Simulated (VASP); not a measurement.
Crystal: Mg2C.

```xyz
3
Lattice="3.1122 0.0000 0.0000 0.0000 3.5098 0.0000 0.0000 0.0000 4.2953" Properties=species:S:1:pos:R:3 pbc="T T T"
Mg    1.5561    0.0000    0.0000
Mg    0.0000    1.7549    2.1476
C     1.5561    0.0000    2.1476
```

The cell was built by a generator and needn't be a form met in nature.

| Property | Result |
| --- | --- |
| Program | VASP 6.6.1 |
| Task | single point |
| Functional | PBE |
| Potentials or basis | VASP PAW PBE potentials, release 64 (Mg, C) |
| Cutoff | 520 eV |
| k mesh | 9 × 8 × 6 |
| Occupations | fermi-dirac, width 0.05 eV |
| Spin | no spin polarisation |

On this cell: pressure -0.1 GPa; largest force under 0.003 eV/Å; band gap on the k mesh none (metal or under the smearing width).

The same run follows on a disturbed copy (atoms moved at random, drawn with an rms of 0.05 Å):

```xyz
3
Lattice="3.1122 0.0000 0.0000 0.0000 3.5098 0.0000 0.0000 0.0000 4.2953" Properties=species:S:1:pos:R:3 pbc="T T T"
Mg    1.5696    0.0086    0.0233
Mg   -0.0107    1.7511    2.1160
C     1.5560    0.0285    2.1672
```

Task: What does the disturbed cell give?

Result: The energy (extrapolated to zero smearing) moves by +3.3 meV/atom; pressure -0.1 GPa; largest force 0.303 eV/Å; band gap on the k mesh none (metal or under the smearing width).

Forces in eV/Å, atoms in the order of the input:
```
Mg  -0.030 -0.011 -0.179
Mg   0.055  0.167  0.247
C   -0.024 -0.156 -0.068
```

Stress tensor (GPa, compression positive):
```
-0.78  0.03  0.02
 0.03  0.19 -0.01
 0.02 -0.01  0.41
```
